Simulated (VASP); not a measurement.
# Li9Os2O12 (a cell with a defect) in VASP: notebook

One crystal, Li9Os2O12 (a cell with a defect), is run at these levels: PBEsol; tasks: single point.

All numbers are computed with VASP 6.6.1; they aren't measurements. Logs are shortened: lines on timing, memory, paths and dates and some standing lists are left out, and cuts for length are marked.

## (1) The crystal as given

The cell holds a defect, 23 atoms: a = 6.575 Å, b = 6.575 Å, c = 5.103 Å, α = 82.45°, β = 82.45°, γ = 84.76°.

## (2) Single point, PBEsol

Input file INCAR:

```
SYSTEM = Li9Os2O12
PREC = Accurate ; ENCUT = 520
EDIFF = 1E-7 ; ISMEAR = -1
SIGMA = 0.05 ; LREAL = Auto
LASPH = .True. ; NELM = 100
ALGO = Fast ; ISIF = 2
LWAVE = .False. ; LCHARG = .True.
GGA = PS ; LELF = .True.
LVHAR = .True. ; NBANDS = 74
NELECT = 116.0
```

Input file KPOINTS:

```
regular mesh
0
Gamma
  2 2 2
  0 0 0
```

Input file POSCAR:

```
Li9Os2O12
1.0
    0.8639670000      4.4317680000      4.7791600000
    0.8639670000     -4.4317680000      4.7791600000
    5.1029490000      0.0000000000      0.0000000000
Li Os O
9 2 12
Direct
    0.3635762501      0.6894958379      0.4322952213
    0.6393440013      0.3498884161      0.4928005034
    0.3691792684      0.0331508482      0.2414682287
    0.0960061908      0.4286048287      0.2682083225
    0.2112544007      0.2802336433      0.7606916215
    0.8316815140      0.1650626837      0.0180965763
    0.0997435956      0.8082193100      0.0631497615
    0.8729210913      0.5768315849      0.7598276074
    0.5415656807      0.9346142338      0.7431838468
    0.0067484958     -0.0211861794      0.5280032550
    0.5027063726      0.5173055123     -0.0296018260
    0.4871294478      0.2486693118      0.8330269719
    1.0005675987      0.2773347941      0.5946433138
    0.2929690295      0.9654320284      0.6377063563
    0.2002689628      0.5352368583      0.9015859736
    0.3955266533      0.3941727918      0.3402396809
    0.1120879629      0.0925923575      0.1788892967
    0.0466299342      0.7207852601      0.4088378302
    0.4687616163      0.7515155872      0.0880707930
    0.7555097276      0.4371266353      0.0944162953
    0.7543276455      0.0456037232      0.3952000491
    0.8591311530      0.9260570390      0.8671370835
    0.6123041005      0.6445485682      0.6663246625
```

Potentials or basis: VASP PAW PBE potentials, release 64 (Li_sv, Os, O).

Started as:

```
$ cat potpaw_PBE.64/Li_sv/POTCAR potpaw_PBE.64/Os/POTCAR potpaw_PBE.64/O/POTCAR > POTCAR
$ mpirun -np 1 vasp_std > vasp.out
```

OUTCAR:

```text
SYSTEM = Li9Os2O12
   PREC = Accurate
   ENCUT = 520
   EDIFF = 1E-7
   ISMEAR = -1
   LREAL = Auto
   LASPH = .True.
   NELM = 100
   ISIF = 2
   GGA = PS
   NELECT = 116.0

 ion  position               nearest neighbor table
   1  0.364  0.689  0.432-  19 1.81  16 2.04  18 2.09  23 2.13  14 2.20   3 2.34  11 2.76  10 2.91

   2  0.639  0.350  0.493-  16 1.86  12 1.95  20 2.10  21 2.17  23 2.22  11 2.81  11 2.97
   3  0.369  0.033  0.241-  17 1.76  14 2.02  19 2.12   1 2.34  10 2.65
   4  0.096  0.429  0.268-  13 1.89  15 1.97  16 2.04  18 2.12   7 2.58  11 2.96
   5  0.211  0.280  0.761-  13 1.72  12 1.89  15 1.90  14 2.24  10 2.94  11 2.96
   6  0.832  0.165  0.018-  22 1.82  20 1.89  21 2.00  17 2.11  10 2.98
   7  0.100  0.808  0.063-  18 1.78  22 2.02  17 2.04  15 2.09   4 2.58  10 2.73  10 2.93
   8  0.873  0.577  0.760-  23 1.84  20 1.93  18 2.15  11 2.57  10 2.91
   9  0.542  0.935  0.743-  14 1.77  23 2.00  19 2.03  12 2.16  21 2.20  22 2.25  11 2.86
  10  0.007  0.979  0.528-  18 1.86  21 1.87  22 1.88  17 1.91  14 2.02  13 2.03   3 2.65   7 2.73
                             8 2.91   1 2.91   7 2.93   5 2.94   6 2.98
  11  0.503  0.517  0.970-  19 1.71  23 1.76  20 1.86  12 2.00  16 2.02  15 2.05   8 2.57   1 2.76
                             2 2.81   9 2.86   5 2.96   4 2.96   2 2.97
  12  0.487  0.249  0.833-   5 1.89   2 1.95  11 2.00   9 2.16
  13  0.001  0.277  0.595-   5 1.72   4 1.89  10 2.03
  14  0.293  0.965  0.638-   9 1.77   3 2.02  10 2.02   1 2.20   5 2.24
  15  0.200  0.535  0.902-   5 1.90   4 1.97  11 2.05   7 2.09
  16  0.396  0.394  0.340-   2 1.86  11 2.02   4 2.04   1 2.04
  17  0.112  0.093  0.179-   3 1.76  10 1.91   7 2.04   6 2.11
  18  0.047  0.721  0.409-   7 1.78  10 1.86   1 2.09   4 2.12   8 2.15
  19  0.469  0.752  0.088-  11 1.71   1 1.81   9 2.03   3 2.12
  20  0.756  0.437  0.094-  11 1.86   6 1.89   8 1.93   2 2.10
  21  0.754  0.046  0.395-  10 1.87   6 2.00   2 2.17   9 2.20
  22  0.859  0.926  0.867-   6 1.82  10 1.88   7 2.02   9 2.25
  23  0.612  0.645  0.666-  11 1.76   8 1.84   9 2.00   1 2.13   2 2.22

  LATTYP: Found a base centered monoclinic cell.
 ALAT       =     9.7132505955
 B/A-ratio  =     0.9125200583
 C/A-ratio  =     0.5253595539
 COS(beta)  =    -0.1778945146

  Lattice vectors:

 A1 = (  -0.8639670000,  -4.4317680000,  -4.7791600000)
 A2 = (  -0.8639670000,   4.4317680000,  -4.7791600000)
 A3 = (   5.1029490000,   0.0000000000,   0.0000000000)

Analysis of symmetry for initial positions (statically):
=====================================================================
 Subroutine PRICEL returns:
 Original cell was already a primitive cell.

 Routine SETGRP: Setting up the symmetry group for a
 base centered monoclinic supercell.

 Subroutine GETGRP returns: Found  1 space group operations
 (whereof  1 operations were pure point group operations)
 out of a pool of  4 trial point group operations.

The static configuration has the point symmetry C_1 .

Analysis of symmetry for dynamics (positions and initial velocities):
=====================================================================
 Subroutine PRICEL returns:
 Original cell was already a primitive cell.

 Routine SETGRP: Setting up the symmetry group for a
 base centered monoclinic supercell.

 Subroutine GETGRP returns: Found  1 space group operations
 (whereof  1 operations were pure point group operations)
 out of a pool of  4 trial point group operations.

The dynamic configuration has the point symmetry C_1 .

 Subroutine INISYM returns: Found  1 space group operations
 (whereof  1 operations are pure point group operations),
 and found     1 'primitive' translations

----------------------------------------------------------------------------------------

                                     Primitive cell

  volume of cell :     216.1622

  direct lattice vectors                    reciprocal lattice vectors
     0.863967000  4.431768000  4.779160000     0.000000000  0.112821790  0.104620896
     0.863967000 -4.431768000  4.779160000     0.000000000 -0.112821790  0.104620896
     5.102949000  0.000000000  0.000000000     0.195965117  0.000000000 -0.035426183

  length of vectors
     6.574752991  6.574752991  5.102949000     0.153864512  0.153864512  0.199141512

  position of ions in fractional coordinates (direct lattice)
     0.363576250  0.689495838  0.432295221
     0.639344001  0.349888416  0.492800503
     0.369179268  0.033150848  0.241468229
     0.096006191  0.428604829  0.268208323
     0.211254401  0.280233643  0.760691622
     0.831681514  0.165062684  0.018096576
[... 15 lines left out ...]
     0.859131153  0.926057039  0.867137083
     0.612304100  0.644548568  0.666324663

  ion indices of the primitive-cell ions
   primitive index   ion index
                 1           1
                 2           2
                 3           3
                 4           4
                 5           5
                 6           6
[... 15 lines left out ...]
                22          22
                23          23

----------------------------------------------------------------------------------------

 KPOINTS: regular mesh

Automatic generation of k-mesh.
 Grid dimensions read from file:
 generate k-points for:    2    2    2

 Generating k-lattice:

  Cartesian coordinates                     Fractional coordinates (reciprocal lattice)
     0.000000000  0.056410895  0.052310448     0.500000000  0.000000000  0.000000000
     0.000000000 -0.056410895  0.052310448     0.000000000  0.500000000  0.000000000
     0.097982559  0.000000000 -0.017713091     0.000000000  0.000000000  0.500000000

  Length of vectors
     0.076932256  0.076932256  0.099570756

  Shift w.r.t. Gamma in fractional coordinates (k-lattice)
     0.000000000  0.000000000  0.000000000

 Subroutine IBZKPT returns following result:
 ===========================================

 Found      8 irreducible k-points:

 Following reciprocal coordinates:
            Coordinates               Weight
  0.000000  0.000000  0.000000      1.000000
  0.500000  0.000000  0.000000      1.000000
  0.000000  0.500000  0.000000      1.000000
  0.500000  0.500000  0.000000      1.000000
  0.000000  0.000000  0.500000      1.000000
  0.500000  0.000000  0.500000      1.000000
  0.000000  0.500000  0.500000      1.000000
  0.500000  0.500000  0.500000      1.000000
   k-points           NKPTS =      8   k-points in BZ     NKDIM =      8   number of bands    NBANDS=     74
   number of dos      NEDOS =    301   number of ions     NIONS =     23
   total plane-waves  NPLWV = 100000
   dimension x,y,z NGX =    50 NGY =   50 NGZ =   40
   dimension x,y,z NGXF=   100 NGYF=  100 NGZF=   80
   ions per type =               9   2  12
   NGX,Y,Z   is equivalent  to a cutoff of  12.64, 12.64, 13.03 a.u.
   NGXF,Y,Z  is equivalent  to a cutoff of  25.29, 25.29, 26.06 a.u.
 SYSTEM =  Li9Os2O12
   PREC   = accura    normal or accurate (medium, high low for compatibility)
   ISTART =      0    job   : 0-new  1-cont  2-samecut
   ICHARG =      2    charge: 1-file 2-atom 10-const
   ISPIN  =      1    spin polarized calculation?
   LNONCOLLINEAR =      F non collinear calculations
   LSORBIT =      F    spin-orbit coupling
   LASPH  =      T    aspherical Exc in radial PAW
   ENCUT  =  520.0 eV  38.22 Ry    6.18 a.u.  12.22 12.22  9.49*2*pi/ulx,y,z
   NELM   =    100;   NELMIN=  2; NELMDL= -5     # of ELM steps
   EDIFF  = 0.1E-06   stopping-criterion for ELM
   LREAL  =      T    real-space projection
   EDIFFG = 0.1E-05   stopping-criterion for IOM
   NSW    =      0    number of steps for IOM
   IBRION =     -1    ionic relax: 0-MD 1-quasi-New 2-CG
   NFREE  =      0    steps in history (QN), initial steepest desc. (CG)
   ISIF   =      2    stress and relaxation
   ISYM   =      2    0-nonsym 1-usesym 2-fastsym
   POTIM  = 0.5000    time-step for ionic-motion
   TEBEG  =    0.0;   TEEND  =   0.0 temperature during run
   PSTRESS=    0.0 pullay stress
   NELECT =     116.0000    total number of electrons
   NUPDOWN=      -1.0000    fix difference up-down
   EMIN   =  10.00;   EMAX   =-10.00  energy-range for DOS
   EFERMI =   0.00;   METHOD = LEGACY
   ISMEAR =    -1;   SIGMA  =   0.05  broadening in eV -4-tet -1-fermi 0-gaus
   EFERMI_NEDOS =   21; number of points for ismear=-14 and -15
   IALGO  =     68    algorithm
   IMIX   =      4    mixing-type and parameters
     AMIX     =   0.40;   BMIX     =  1.00
     AMIX_MAG =   1.60;   BMIX_MAG =  1.00
  volume/ion in A,a.u.               =       9.40        63.42
  Fermi-wavevector in a.u.,A,eV,Ry     =   1.330355  2.514006 24.080196  1.769845
  Thomas-Fermi vector in A             =   2.459448
   LORBIT       =      0    0 simple, 1 ext, 2 COOP (PROOUT), +10 PAW based schemes
   GGA     = PS    functional components
   LHFCALC =     F    Hartree Fock is set to
   AEXX    =    0.0000 exact exchange contribution
   IVDW    =     0    specifies the selected vdW correction
   LEPSILON=     F    determine dielectric tensor
   LRPA    =     F    only Hartree local field effects (RPA)
 non-spin polarized calculation
 RMM-DIIS sequential band-by-band and
  energy-cutoff  :      520.00
  volume of cell :      216.16
 maximum number of plane-waves:      5841
 NGX is ok and might be reduce to    50
   NGX = 25   NGY = 25   NGZ = 19

 number of electron     115.9999965 magnetization

 Free energy of the ion-electron system (eV)
  ---------------------------------------------------
  ext. energy  EPLUGINS =         0.00000000
  ---------------------------------------------------
  free energy    TOTEN  =      -135.88557393 eV

  energy without entropy =     -135.77544161  energy(sigma->0) =     -135.83050777

 E-fermi :   3.1833     XC(G=0): -10.5762

 val. band max:        3.1809717419   @ k =   0.5000   0.0000   0.5000
 cond. band min:       3.2062108766   @ k =   0.0000   0.0000   0.5000
 fundamental gap:      0.0252391347
 Fermi energy:         3.1832691797

 k-point     1 :       0.0000    0.0000    0.0000
  band No.  band energies     occupation
      1     -41.1986      2.00000
      2     -41.1604      2.00000
      3     -41.0956      2.00000
      4     -40.7600      2.00000
      5     -40.4569      2.00000
      6     -40.3595      2.00000
[... 62 lines left out ...]
     69      10.1884      0.00000
     70      10.8846      0.00000

 k-point     2 :       0.5000    0.0000    0.0000
  band No.  band energies     occupation
      1     -41.1986      2.00000
      2     -41.1604      2.00000
      3     -41.0956      2.00000
      4     -40.7600      2.00000
      5     -40.4569      2.00000
      6     -40.3595      2.00000
[... 62 lines left out ...]
     69       9.7433      0.00000
     70      10.7048      0.00000

 k-point     3 :       0.0000    0.5000    0.0000
  band No.  band energies     occupation
      1     -41.1986      2.00000
      2     -41.1603      2.00000
      3     -41.0957      2.00000
      4     -40.7600      2.00000
      5     -40.4568      2.00000
      6     -40.3595      2.00000
[... 354 lines left out ...]
     69      10.4568      0.00000
     70      10.6484      0.00000

 k-point     8 :       0.5000    0.5000    0.5000
  band No.  band energies     occupation
      1     -41.1985      2.00000
      2     -41.1601      2.00000
      3     -41.0957      2.00000
      4     -40.7599      2.00000
      5     -40.4570      2.00000
      6     -40.3592      2.00000
[... 62 lines left out ...]
     69      10.2976      0.00000
     70      10.4581      0.00000
 [bands above 70 left out]

------------------------ aborting loop because EDIFF is reached ----------------------------------------

  FORCE on cell =-STRESS in cart. coord.  units (eV):
  Direction    XX          YY          ZZ          XY          YZ          ZX
  --------------------------------------------------------------------------------------
  -------------------------------------------------------------------------------------
  Total       14.9378855      9.5900195      9.6972079     -1.9271270     -2.7188691     -3.9759012
  in kB      110.7184243     71.0804655     71.8749375    -14.2837124    -20.1520427    -29.4690652
  external PRESSURE =      84.5579424 kB  Pullay stress =       0.0000000 kB

 VOLUME and BASIS-vectors are now :
 -----------------------------------------------------------------------------
  energy-cutoff  :      520.00
  volume of cell :      216.16
      direct lattice vectors                 reciprocal lattice vectors
     0.863967000  4.431768000  4.779160000     0.000000000  0.112821790  0.104620896
     0.863967000 -4.431768000  4.779160000     0.000000000 -0.112821790  0.104620896
     5.102949000  0.000000000  0.000000000     0.195965117  0.000000000 -0.035426183

 POSITION                                       TOTAL-FORCE (eV/Angst)
 -----------------------------------------------------------------------------------
      3.11580     -1.44440      5.03280         1.197226      0.324136     -0.980321
      3.36940      1.28280      4.72770        -0.244706      0.647424     -0.098115
      1.57980      1.48920      1.92280         0.122313      0.178034      1.578671
      1.82190     -1.47400      2.50720         0.048903      0.364940     -0.063427
      4.30640     -0.30570      2.34890         0.335529      0.845713      0.619034
      0.95350      2.95430      4.76360         0.250395      0.026045      0.165437
[... 15 lines left out ...]
      5.96730     -0.29660      8.53170        -0.700314      1.387594     -0.346218
      4.48610     -0.14290      6.00670        -3.668799      0.117190      1.636793
 -----------------------------------------------------------------------------------
    total drift:                                0.011151      0.009105      0.005857

  FREE ENERGIE OF THE ION-ELECTRON SYSTEM (eV)
  ---------------------------------------------------
  free  energy   TOTEN  =      -135.8855739304 eV

  energy  without entropy=     -135.7754416061  energy(sigma->0) =     -135.83050777
```

Wall time 10 min (1 thread of Intel Xeon Platinum 8259CL at 2.50GHz (Skylake/Cascade Lake), shared host); peak memory 0.35 GiB.

Results:

- Free energy: -135.8856 eV
- Largest force: 10.918 eV/Å
- Band gap on the k mesh: none (metal or under the smearing width)

Forces on the atoms (eV/Å):
```
Li    1.197   0.324  -0.980
Li   -0.245   0.647  -0.098
Li    0.122   0.178   1.579
Li    0.049   0.365  -0.063
Li    0.336   0.846   0.619
Li    0.250   0.026   0.165
Li   -1.225  -0.068   0.399
Li   -0.099   1.172   0.970
Li    0.090   0.083   1.103
Os   -0.016  -2.743   2.226
Os    1.505   3.710 -10.157
O     1.654   0.226   1.943
O    -0.092  -0.550  -2.120
O    -1.631  -1.036  -2.384
O     0.679   0.320   1.721
O    -1.349  -0.746   0.573
O    -0.749   0.143   0.108
O     1.142   0.527  -0.388
O     2.658  -5.069   3.492
O    -0.446   0.160   0.637
O     0.537  -0.021  -0.634
O    -0.700   1.388  -0.346
O    -3.669   0.117   1.637
```

Caveat: the k mesh is coarse (spacing up to 0.63 Å⁻¹), so the values aren't converged; the cell carries a net charge on a neutralising background, which shifts energy and pressure; the cell is charged against a uniform background, so pressure and absolute levels hang on convention; the cutoff is under 1.25 times the usual one of these potentials, so pressure, stress and relaxed cells hold a basis-set (Pulay) error; the PAW data sets were made with another functional, which shifts forces and pressure a little. The run has no spin-orbit coupling, so splittings on Os are missing.

## (3) Single point, PBEsol

Input file INCAR:

```
ALGO = Fast
EDIFF = 1E-7
ENCUT = 520
GGA = PS
ISIF = 2
ISMEAR = -1
LASPH = T
LCHARG = T
LELF = T
LREAL = Auto
LVHAR = T
LWAVE = F
NBANDS = 74
NELECT = 116.0
NELM = 60
PREC = Accurate
SIGMA = 0.05
```

Input file KPOINTS:

```
k-points
0
Gamma
  2 2 2
```

Input file POSCAR:

```
Li9Os2O12
1.0
    0.8639670000      4.4317680000      4.7791600000
    0.8639670000     -4.4317680000      4.7791600000
    5.1029490000      0.0000000000      0.0000000000
Li Os O
9 2 12
Direct
    0.3677356805      0.6753555740      0.4872875622
    0.7196327558      0.3811673848      0.4098110730
    0.5017038600      0.0997198211      0.2067020044
    0.0983173411      0.4335334444      0.3249294618
    0.2738952072      0.2322188379      0.8164561642
    0.8452531878      0.1431631867      0.0117659162
    0.1704395292      0.8344860226      0.0208658730
    0.9455205913      0.5097351440      0.7955413758
    0.6019167023      0.9427062021      0.7293815367
   -0.0005618628     -0.0098583784      0.5115282838
    0.4944258829      0.5163584390     -0.0145767277
    0.5540115075      0.2249329095      0.8753404608
    0.9738092434      0.2593991028      0.6532592594
    0.2694642023      0.9320440125      0.6256062038
    0.2139253589      0.5332561542      0.9104264671
    0.3881788909      0.3823121578      0.3475482824
    0.1337241312      0.0920477618      0.1523708222
    0.0386783480      0.7134203471      0.4209157385
    0.4414280579      0.7730112996      0.0792217346
    0.7729913511      0.4885901821      0.0668114041
    0.7377008599      0.0457422556      0.3917011520
    0.8623087594      0.8599395018      0.8321725999
    0.5677207723      0.6170690234      0.6579099095
```

Potentials or basis: VASP PAW PBE potentials, release 64 (Li_sv, Os, O).

Started as:

```
$ cat potpaw_PBE.64/Li_sv/POTCAR potpaw_PBE.64/Os/POTCAR potpaw_PBE.64/O/POTCAR > POTCAR
$ mpirun -np 1 vasp_std > vasp.out
```

It took 8.2 min on 1 thread of Intel Xeon Platinum 8259CL at 2.50GHz (Skylake/Cascade Lake), shared host; peak memory 0.35 GiB.

It converged, with:

```
Free energy            : -136.7436 eV
Largest force          : 4.675 eV/Å
Band gap on the k mesh : none (metal or under the smearing width)
```

Forces in eV/Å, atoms in the order of the input:
```
Li  -1.210 -1.494 -1.108
Li   1.113 -0.207 -0.899
Li   0.826 -0.394 -1.069
Li  -0.399  0.214  0.296
Li  -0.490 -0.206 -0.414
Li  -0.359  0.108  0.121
Li  -0.376 -0.218 -0.746
Li  -0.917  0.134  1.646
Li   0.091 -0.449 -0.440
Os   0.280  2.871 -0.481
Os   2.769  1.982 -3.203
O    0.343 -0.987  0.559
O   -1.336  0.603 -0.303
O    0.045 -1.404  0.393
O    0.035  0.831 -0.254
O   -1.073  0.392  1.455
O    1.307 -1.083 -0.649
O   -0.590 -0.483  0.588
O    1.609 -0.464  1.265
O    1.239 -0.704 -1.853
O   -0.653 -0.354  0.682
O    0.030 -0.401  1.795
O   -2.283  1.716  2.619
```

Levels at points of the mesh, in eV from the Fermi level:
```tsv
k point	band 56	band 57	band 58	band 59	band 60	band 61
(0.00, 0.00, 0.00)	-1.57	-1.44	-0.13	0.00	0.15	0.20
(0.50, 0.00, 0.00)	-1.55	-1.42	-0.04	0.12	0.16	0.31
(0.00, 0.50, 0.00)	-1.55	-1.43	0.06	0.08	0.20	0.28
(0.50, 0.50, 0.00)	-1.51	-1.35	-0.19	0.08	0.13	0.19
(0.00, 0.00, 0.50)	-1.67	-1.55	0.06	0.10	0.20	0.25
(0.50, 0.00, 0.50)	-1.63	-1.53	-0.27	-0.01	0.10	0.24
(0.00, 0.50, 0.50)	-1.59	-1.47	-0.26	-0.02	0.15	0.21
(0.50, 0.50, 0.50)	-1.53	-1.44	0.05	0.15	0.22	0.28
```

Caveat: the k mesh is coarse (spacing up to 0.63 Å⁻¹), so the values aren't converged; the cell carries a net charge on a neutralising background, which shifts energy and pressure; the cell is charged against a uniform background, so pressure and absolute levels hang on convention; the cutoff is under 1.25 times the usual one of these potentials, so pressure, stress and relaxed cells hold a basis-set (Pulay) error; the PAW data sets were made with another functional, which shifts forces and pressure a little. Spin-orbit coupling is left out, which matters for the levels of Os.
